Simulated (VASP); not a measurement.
# BeBr (Pm-3m) in VASP: density of states with PBE

Aim: the density of states of BeBr with PBE.

Program: VASP 6.6.1. These are calculated values, not measurements. Logs are shortened: lines on timing, memory, paths and dates and some standing lists are left out, and cuts for length are marked.

## 1. The crystal as given

Symmetry: Pm-3m, No. 221, cubic system. Conventional cell: a = 3.488 Å, b = 3.488 Å, c = 3.488 Å, α = 90.00°, β = 90.00°, γ = 90.00°. Be (site symmetry m-3m) has 8 Br at 3.02 Å as nearest neighbours. Br (site symmetry m-3m) has 8 Be at 3.02 Å as nearest neighbours.

The cell was built by a generator and needn't be a form met in nature.

## 2. Density of states, PBE

The input, POSCAR:

```
BeBr
1.0
    3.4884240000      0.0000000000      0.0000000000
    0.0000000000      3.4884240000      0.0000000000
    0.0000000000      0.0000000000      3.4884240000
Be Br
1 1
Direct
    0.0000000000      0.0000000000      0.0000000000
    0.5000000000      0.5000000000      0.5000000000
```

The input, INCAR.step1:

```
SYSTEM = BeBr
PREC     = Accurate       ! precision mode
ENCUT    = 520            ! plane-wave cutoff, eV
EDIFF    = 1E-6           ! SCF threshold, eV
ISMEAR   = -1             ! smearing method
SIGMA    = 0.1            ! smearing width, eV
LREAL    = .False.        ! projectors in reciprocal space
LASPH    = .True.         ! aspherical terms in the spheres
NELM     = 80             ! most SCF steps
ALGO     = Normal         ! electronic algorithm
ISIF     = 2              ! what is computed and relaxed
LWAVE    = .False.        ! write WAVECAR
LCHARG   = .True.         ! write CHGCAR
GGA      = PE             ! functional
NBANDS   = 12             ! bands
```

The input, KPOINTS.step1:

```
regular mesh
0
Gamma
  10 10 10
  0 0 0
```

The input, INCAR.step2:

```
SYSTEM = BeBr
PREC     = Accurate       ! precision mode
ENCUT    = 520            ! plane-wave cutoff, eV
EDIFF    = 1E-6           ! SCF threshold, eV
ISMEAR   = -5             ! smearing method
SIGMA    = 0.1            ! smearing width, eV
LREAL    = .False.        ! projectors in reciprocal space
LASPH    = .True.         ! aspherical terms in the spheres
NELM     = 80             ! most SCF steps
ALGO     = Normal         ! electronic algorithm
ISIF     = 2              ! what is computed and relaxed
LWAVE    = .False.        ! write WAVECAR
LCHARG   = .False.        ! write CHGCAR
GGA      = PE             ! functional
LORBIT   = 11             ! projections on sites
NBANDS   = 12             ! bands
NEDOS    = 2001           ! points of the DOS
ICHARG   = 11             ! starting density
```

The input, KPOINTS.step2:

```
regular mesh
0
Gamma
  15 15 15
  0 0 0
```

Potentials or basis: VASP PAW PBE potentials, release 64 (Be, Br).

The run is started by

```
$ cat potpaw_PBE.64/Be/POTCAR potpaw_PBE.64/Br/POTCAR > POTCAR
$ cp INCAR.step1 INCAR
$ cp KPOINTS.step1 KPOINTS
$ mpirun -np 1 vasp_std > vasp.out
$ cp INCAR.step2 INCAR
$ cp KPOINTS.step2 KPOINTS
$ mpirun -np 1 vasp_std > vasp.out
```

OUTCAR:

```text
SYSTEM = BeBr
   PREC = Accurate
   ENCUT = 520
   EDIFF = 1E-6
   ISMEAR = -5
   LREAL = .False.
   LASPH = .True.
   NELM = 80
   ISIF = 2
   GGA = PE
   LORBIT = 11
   ICHARG = 11

 ion  position               nearest neighbor table
   1  0.000  0.000  0.000-
   2  0.500  0.500  0.500-

  LATTYP: Found a simple cubic cell.
 ALAT       =     3.4884240000

  Lattice vectors:

 A1 = (   3.4884240000,   0.0000000000,   0.0000000000)
 A2 = (   0.0000000000,   3.4884240000,   0.0000000000)
 A3 = (   0.0000000000,   0.0000000000,   3.4884240000)

Analysis of symmetry for initial positions (statically):
=====================================================================
 Subroutine PRICEL returns:
 Original cell was already a primitive cell.

 Routine SETGRP: Setting up the symmetry group for a
 simple cubic supercell.

 Subroutine GETGRP returns: Found 48 space group operations
 (whereof 48 operations were pure point group operations)
 out of a pool of 48 trial point group operations.

The static configuration has the point symmetry O_h .

Analysis of symmetry for dynamics (positions and initial velocities):
=====================================================================
 Subroutine PRICEL returns:
 Original cell was already a primitive cell.

 Routine SETGRP: Setting up the symmetry group for a
 simple cubic supercell.

 Subroutine GETGRP returns: Found 48 space group operations
 (whereof 48 operations were pure point group operations)
 out of a pool of 48 trial point group operations.

The dynamic configuration has the point symmetry O_h .

 Subroutine INISYM returns: Found 48 space group operations
 (whereof 48 operations are pure point group operations),
 and found     1 'primitive' translations

----------------------------------------------------------------------------------------

                                     Primitive cell

  volume of cell :      42.4510

  direct lattice vectors                    reciprocal lattice vectors
     3.488424000  0.000000000  0.000000000     0.286662401  0.000000000  0.000000000
     0.000000000  3.488424000  0.000000000     0.000000000  0.286662401  0.000000000
     0.000000000  0.000000000  3.488424000     0.000000000  0.000000000  0.286662401

  length of vectors
     3.488424000  3.488424000  3.488424000     0.286662401  0.286662401  0.286662401

  position of ions in fractional coordinates (direct lattice)
     0.000000000  0.000000000  0.000000000
     0.500000000  0.500000000  0.500000000

  ion indices of the primitive-cell ions
   primitive index   ion index
                 1           1
                 2           2

----------------------------------------------------------------------------------------

 KPOINTS: regular mesh

Automatic generation of k-mesh.
 Grid dimensions read from file:
 generate k-points for:   15   15   15

 Generating k-lattice:

  Cartesian coordinates                     Fractional coordinates (reciprocal lattice)
     0.019110827  0.000000000  0.000000000     0.066666667  0.000000000  0.000000000
     0.000000000  0.019110827  0.000000000     0.000000000  0.066666667  0.000000000
     0.000000000  0.000000000  0.019110827     0.000000000  0.000000000  0.066666667

  Length of vectors
     0.019110827  0.019110827  0.019110827

  Shift w.r.t. Gamma in fractional coordinates (k-lattice)
     0.000000000  0.000000000  0.000000000

 TETIRR: Found   1667 inequivalent tetrahedra from    20250

 Subroutine IBZKPT returns following result:
 ===========================================

 Found    120 irreducible k-points:

 Following reciprocal coordinates:
            Coordinates               Weight
  0.000000  0.000000  0.000000      1.000000
  0.066667  0.000000  0.000000      6.000000
  0.133333  0.000000  0.000000      6.000000
  0.200000  0.000000  0.000000      6.000000
  0.266667  0.000000  0.000000      6.000000
  0.333333  0.000000  0.000000      6.000000
[... 16 lines left out ...]
  0.266667  0.200000  0.000000     24.000000
  0.333333  0.200000  0.000000     24.000000
 [... further k-points ...]
   k-points           NKPTS =    120   k-points in BZ     NKDIM =    120   number of bands    NBANDS=     12
   number of dos      NEDOS =   2001   number of ions     NIONS =      2
   total plane-waves  NPLWV =  21952
   dimension x,y,z NGX =    28 NGY =   28 NGZ =   28
   dimension x,y,z NGXF=    56 NGYF=   56 NGZF=   56
   ions per type =               1   1
   NGX,Y,Z   is equivalent  to a cutoff of  13.34, 13.34, 13.34 a.u.
   NGXF,Y,Z  is equivalent  to a cutoff of  26.69, 26.69, 26.69 a.u.
 SYSTEM =  BeBr
   PREC   = accura    normal or accurate (medium, high low for compatibility)
   ISTART =      0    job   : 0-new  1-cont  2-samecut
   ICHARG =     11    charge: 1-file 2-atom 10-const
   ISPIN  =      1    spin polarized calculation?
   LNONCOLLINEAR =      F non collinear calculations
   LSORBIT =      F    spin-orbit coupling
   LASPH  =      T    aspherical Exc in radial PAW
   ENCUT  =  520.0 eV  38.22 Ry    6.18 a.u.   6.49  6.49  6.49*2*pi/ulx,y,z
   NELM   =     80;   NELMIN=  2; NELMDL=  0     # of ELM steps
   EDIFF  = 0.1E-05   stopping-criterion for ELM
   LREAL  =      F    real-space projection
   EDIFFG = 0.1E-04   stopping-criterion for IOM
   NSW    =      0    number of steps for IOM
   IBRION =     -1    ionic relax: 0-MD 1-quasi-New 2-CG
   NFREE  =      0    steps in history (QN), initial steepest desc. (CG)
   ISIF   =      2    stress and relaxation
   ISYM   =      2    0-nonsym 1-usesym 2-fastsym
   POTIM  = 0.5000    time-step for ionic-motion
   TEBEG  =    0.0;   TEEND  =   0.0 temperature during run
   PSTRESS=    0.0 pullay stress
   NELECT =       9.0000    total number of electrons
   NUPDOWN=      -1.0000    fix difference up-down
   EMIN   =  10.00;   EMAX   =-10.00  energy-range for DOS
   EFERMI =   0.00;   METHOD = LEGACY
   ISMEAR =    -5;   SIGMA  =   0.10  broadening in eV -4-tet -1-fermi 0-gaus
   EFERMI_NEDOS =   21; number of points for ismear=-14 and -15
   IALGO  =     38    algorithm
   IMIX   =      4    mixing-type and parameters
     AMIX     =   0.40;   BMIX     =  1.00
     AMIX_MAG =   1.60;   BMIX_MAG =  1.00
  volume/ion in A,a.u.               =      21.23       143.24
  Fermi-wavevector in a.u.,A,eV,Ry     =   0.976172  1.844698 12.965155  0.952912
  Thomas-Fermi vector in A             =   2.106770
   LORBIT       =     11    0 simple, 1 ext, 2 COOP (PROOUT), +10 PAW based schemes
   GGA     = PE    functional components
   LHFCALC =     F    Hartree Fock is set to
   AEXX    =    0.0000 exact exchange contribution
   IVDW    =     0    specifies the selected vdW correction
   LEPSILON=     F    determine dielectric tensor
   LRPA    =     F    only Hartree local field effects (RPA)
 non-spin polarized calculation
 Fermi weights with tetrahedron method with Bloechl corrections
  energy-cutoff  :      520.00
  volume of cell :       42.45
 maximum number of plane-waves:      1189
 NGX is ok and might be reduce to    28

 number of electron       8.9999997 magnetization

 Free energy of the ion-electron system (eV)
  ---------------------------------------------------
  ext. energy  EPLUGINS =         0.00000000
  ---------------------------------------------------
  free energy    TOTEN  =        -3.71090313 eV

  energy without entropy =       -3.71090313  energy(sigma->0) =       -3.71090313

 E-fermi :   3.5983     XC(G=0):  -9.0053

 val. band max:        3.5785979371   @ k =   0.3333   0.3333   0.2000
 cond. band min:       3.5830693363   @ k =   0.4000   0.2667   0.0667
 fundamental gap:      0.0044713992
 Fermi energy:         3.5982886056

 k-point     1 :       0.0000    0.0000    0.0000
  band No.  band energies     occupation
      1     -13.0126      2.00000
      2       0.4223      2.00000
      3       0.4223      2.00000
      4       0.4223      2.00000
      5       1.1234      2.00000
      6       8.6777      0.00000
      7       8.6777      0.00000
      8       9.2078      0.00000
      9       9.2078      0.00000
     10       9.2078      0.00000
     11      16.9584      0.00000
     12      16.9585      0.00000

 k-point     2 :       0.0667    0.0000    0.0000
  band No.  band energies     occupation
      1     -12.9935      2.00000
      2      -0.0602      2.00000
      3       0.4470      2.00000
      4       0.4470      2.00000
      5       1.5290      2.00000
      6       8.5280      0.00000
      7       8.7287      0.00000
      8       9.1311      0.00000
      9       9.1311      0.00000
     10       9.4785      0.00000
     11      16.8918      0.00000
     12      16.9522      0.00000

 k-point     3 :       0.1333    0.0000    0.0000
  band No.  band energies     occupation
      1     -12.9384      2.00000
      2      -0.8051      2.00000
      3       0.5185      2.00000
      4       0.5185      2.00000
      5       2.0732      2.00000
      6       8.1767      0.00000
      7       8.8810      0.00000
      8       8.9131      0.00000
      9       8.9131      0.00000
     10      10.1878      0.00000
     11      16.7697      0.00000
     12      16.8546      0.00000
[... 286 lines left out ...]
 k-point    23 :       0.2667    0.2000    0.0000
  band No.  band energies     occupation
      1     -12.6039      2.00000
      2      -2.0186      2.00000
      3      -0.8101      2.00000
      4       0.9352      2.00000
      5       4.0621     -0.04121
      6       5.9981      0.00000
      7       8.0728      0.00000
      8       8.2031      0.00000
      9      11.0458      0.00000
     10      13.3060      0.00000
     11      14.6339      0.00000
     12      14.6774      0.00000

 k-point    24 :       0.3333    0.2000    0.0000
  band No.  band energies     occupation
      1     -12.5064      2.00000
      2      -2.4972      2.00000
      3      -0.6862      2.00000
      4       1.0574      2.00000
      5       4.2337     -0.00704
      6       5.6410      0.00000
      7       7.8826      0.00000
      8       8.0105      0.00000
      9      11.3452      0.00000
     10      14.3645      0.00000
     11      14.6366      0.00000
     12      14.6644      0.00000

 [... further k-points ...]

------------------------ aborting loop because EDIFF is reached ----------------------------------------

  FORCE on cell =-STRESS in cart. coord.  units (eV):
  Direction    XX          YY          ZZ          XY          YZ          ZX
  --------------------------------------------------------------------------------------
  -------------------------------------------------------------------------------------
  Total       -1.2983873     -1.2983873     -1.2983873      0.0000000     -0.0000000      0.0000000
  in kB      -49.0034930    -49.0034930    -49.0034930      0.0000000     -0.0000000      0.0000000
  external PRESSURE =     -49.0034930 kB  Pullay stress =       0.0000000 kB

 VOLUME and BASIS-vectors are now :
 -----------------------------------------------------------------------------
  energy-cutoff  :      520.00
  volume of cell :       42.45
      direct lattice vectors                 reciprocal lattice vectors
     3.488424000  0.000000000  0.000000000     0.286662401  0.000000000  0.000000000
     0.000000000  3.488424000  0.000000000     0.000000000  0.286662401  0.000000000
     0.000000000  0.000000000  3.488424000     0.000000000  0.000000000  0.286662401

 POSITION                                       TOTAL-FORCE (eV/Angst)
 -----------------------------------------------------------------------------------
      0.00000      0.00000      0.00000         0.000000      0.000000      0.000000
      1.74421      1.74421      1.74421         0.000000      0.000000      0.000000
 -----------------------------------------------------------------------------------
    total drift:                               -0.000000      0.000000      0.000000

  FREE ENERGIE OF THE ION-ELECTRON SYSTEM (eV)
  ---------------------------------------------------
  free  energy   TOTEN  =        -3.7109031331 eV

  energy  without entropy=       -3.7109031331  energy(sigma->0) =       -3.71090313

 total charge

# of ion       s       p       d       tot
------------------------------------------
    1        0.439   0.151   0.000   0.589
    2        1.634   3.110   0.031   4.775
--------------------------------------------------
tot          2.072   3.261   0.031   5.364
```

Run time: 25 s. Hardware: 1 thread of Intel Xeon 6975P-C (Granite Rapids), shared host; peak memory 0.19 GiB.

What came out:

* Valence electrons inside the program's atomic spheres: Be 0.59; Br 4.78

States per cell in windows of 0.5 eV (zero at the Fermi level; states under -8 eV left out):
| from (eV) | total | Br2_p | Be1_p | Be1_s | Br2_d | Br2_s | Be1_d |
| --- | --- | --- | --- | --- | --- | --- | --- |
| -8.0 | 0.00 | 0.00 | 0.00 | 0.00 | 0.00 | 0.00 | 0.00 |
| -7.5 | 0.00 | 0.00 | 0.00 | 0.00 | 0.00 | 0.00 | 0.00 |
| -7.0 | 0.20 | 0.07 | 0.00 | 0.02 | 0.00 | 0.00 | 0.00 |
| -6.5 | 0.54 | 0.19 | 0.01 | 0.04 | 0.00 | 0.00 | 0.00 |
| -6.0 | 0.86 | 0.33 | 0.02 | 0.04 | 0.00 | 0.01 | 0.00 |
| -5.5 | 0.75 | 0.32 | 0.02 | 0.02 | 0.00 | 0.01 | 0.00 |
| -5.0 | 0.68 | 0.32 | 0.02 | 0.01 | 0.00 | 0.01 | 0.00 |
| -4.5 | 0.64 | 0.32 | 0.02 | 0.01 | 0.00 | 0.01 | 0.00 |
| -4.0 | 0.56 | 0.31 | 0.01 | 0.00 | 0.00 | 0.00 | 0.00 |
| -3.5 | 0.77 | 0.46 | 0.01 | 0.00 | 0.00 | 0.00 | 0.00 |
| -3.0 | 0.78 | 0.51 | 0.01 | 0.00 | 0.00 | 0.00 | 0.00 |
| -2.5 | 0.27 | 0.18 | 0.00 | 0.00 | 0.00 | 0.00 | 0.00 |
| -2.0 | 0.04 | 0.00 | 0.00 | 0.01 | 0.00 | 0.00 | 0.00 |
| -1.5 | 0.19 | 0.01 | 0.00 | 0.06 | 0.00 | 0.00 | 0.00 |
| -1.0 | 0.30 | 0.03 | 0.01 | 0.09 | 0.01 | 0.00 | 0.00 |
| -0.5 | 0.49 | 0.07 | 0.02 | 0.14 | 0.01 | 0.01 | 0.00 |
| 0.0 | 0.50 | 0.10 | 0.02 | 0.13 | 0.01 | 0.01 | 0.00 |
| 0.5 | 0.60 | 0.13 | 0.05 | 0.13 | 0.01 | 0.01 | 0.00 |
| 1.0 | 0.18 | 0.01 | 0.05 | 0.01 | 0.01 | 0.00 | 0.00 |
| 1.5 | 0.35 | 0.03 | 0.09 | 0.02 | 0.01 | 0.00 | 0.00 |
| 2.0 | 0.89 | 0.09 | 0.25 | 0.03 | 0.02 | 0.02 | 0.00 |
| 2.5 | 0.76 | 0.10 | 0.22 | 0.02 | 0.02 | 0.01 | 0.00 |
| 3.0 | 0.68 | 0.08 | 0.22 | 0.02 | 0.02 | 0.01 | 0.00 |
| 3.5 | 0.72 | 0.08 | 0.26 | 0.02 | 0.01 | 0.00 | 0.00 |
| 4.0 | 1.09 | 0.11 | 0.45 | 0.02 | 0.02 | 0.00 | 0.00 |
| 4.5 | 1.11 | 0.09 | 0.50 | 0.01 | 0.02 | 0.00 | 0.00 |
| 5.0 | 0.07 | 0.01 | 0.03 | 0.00 | 0.00 | 0.00 | 0.00 |
| 5.5 | 0.05 | 0.00 | 0.01 | 0.00 | 0.01 | 0.00 | 0.00 |
| 6.0 | 0.11 | 0.00 | 0.01 | 0.00 | 0.02 | 0.00 | 0.00 |
| 6.5 | 0.13 | 0.00 | 0.01 | 0.00 | 0.02 | 0.00 | 0.00 |
| 7.0 | 0.25 | 0.00 | 0.01 | 0.00 | 0.05 | 0.00 | 0.00 |
| 7.5 | 0.34 | 0.01 | 0.02 | 0.00 | 0.06 | 0.01 | 0.00 |

Caveat: an odd number of electrons without spin polarisation forces a metal; a magnetic or distorted state may lie lower; tetrahedron occupations give inexact forces and stress in metals.
